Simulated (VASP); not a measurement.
```
BaTiO3
1.0
    3.98821     0.00000     0.00000
    0.00000     3.98821     0.00000
    0.00000     0.00000     3.98821
Ba Ti O
1 1 3
Direct
  0.00000   0.00000   0.00000
  0.50000   0.50000   0.50000
  0.50000   0.00000   0.50000
  0.00000   0.50000   0.50000
  0.50000   0.50000   0.00000
```

Level of theory: AM05 GGA, VASP's PBE PAW potentials (set 64) (plane waves; VASP). Settings: 520 eV cut-off, Gaussian smearing of 0.050 eV, potentials Ba_sv Ti_sv O.

Unless said otherwise, spin-orbit coupling is left out, though it shifts the bands of the heavy elements here.

**Question.** Give the energies of bands 12 to 23 at the high-symmetry points, in eV from the valence-band maximum.

**Answer.** 
```json
[
 {"band": "12", "Γ": "-2.31", "X": "-4.05", "M": "-4.37", "R": "-4.54"},
 {"band": "13", "Γ": "-2.31", "X": "-2.83", "M": "-4.15", "R": "-3.90"},
 {"band": "14", "Γ": "-2.31", "X": "-2.83", "M": "-3.92", "R": "-3.90"},
 {"band": "15", "Γ": "-1.12", "X": "-2.00", "M": "-2.77", "R": "-2.42"},
 {"band": "16", "Γ": "-1.12", "X": "-1.98", "M": "-2.77", "R": "-2.42"},
 {"band": "17", "Γ": "-1.12", "X": "-1.87", "M": "-1.73", "R": "-2.42"},
 {"band": "18", "Γ": "-0.14", "X": "-1.87", "M": "-0.87", "R": "0.00"},
 {"band": "19", "Γ": "-0.14", "X": "-0.72", "M": "-0.87", "R": "0.00"},
 {"band": "20", "Γ": "-0.14", "X": "-0.72", "M": "-0.09", "R": "0.00"},
 {"band": "21", "Γ": "1.72", "X": "1.89", "M": "3.54", "R": "4.22"},
 {"band": "22", "Γ": "1.72", "X": "3.53", "M": "3.54", "R": "4.22"},
 {"band": "23", "Γ": "1.72", "X": "3.53", "M": "3.96", "R": "4.22"}
]
```

The gap is indirect, 1.72 eV, from the valence maximum at R to the conduction minimum at Γ.

Measured: gap 3.20 eV (computed value off by -1.48 eV), as given by Yu-ichiro Matsushita et al., Physical Review B (2011), arXiv:1104.2769.

The compound is BaTiO3 in the cubic perovskite structure, the ideal cubic form; the compound distorts at low or room temperature. It was relaxed first.
